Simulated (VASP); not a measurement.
Runs of VASP 6.6.1 on RuSe. Symmetry: F-43m, No. 216, cubic system. Conventional cell: a = 5.813 Å, b = 5.813 Å, c = 5.813 Å, α = 90.00°, β = 90.00°, γ = 90.00°. Around Ru (site symmetry -43m) lie 4 Se at 2.52 Å. Se (site symmetry -43m) has 4 Ru at 2.52 Å as nearest neighbours. The cell comes from a database or a generator and needn't be the stable form of this composition.

```tsv
level	spin	U	fixed moment (μB)	further INCAR settings	gap on the mesh (eV)	pressure (GPa)	moment (μB)
PBE+U	collinear, ferromagnetic start	Ru d U = 4 eV	4	ALGO = Fast; EDIFF = 1e-07	-	9.4	4.00
PBE	collinear, zero start	-	-	ALGO = Normal; EDIFF = 1e-06	none	-12.7	0.00
PBE	collinear, ferromagnetic start	-	-	ALGO = Normal; EDIFF = 1e-06	none	-12.7	0.00
PBE	collinear, random start	-	-	ALGO = Normal; EDIFF = 1e-06	none	-12.7	0.00
PBE	collinear, ferromagnetic start	-	2	ALGO = Fast; EDIFF = 1e-06	-	(a)	2.00
```

Alike in all rows: task single point; potentials or basis VASP PAW PBE potentials, release 64 (Ru_pv, Se); cell as given; k mesh 6 × 6 × 6; cutoff (eV) 520; smearing gaussian 0.05 eV.

Q: Estimate the missing entries.

A: (a) -6.9.

Caveats: the total moment is fixed, so each spin has its own Fermi level (some runs); the moment is held away from its start (some runs).

A k mesh can miss the band edges, and the runs leave out spin-orbit coupling on Ru, Se.

A gap of «none» marks a metal or a gap under the smearing width.
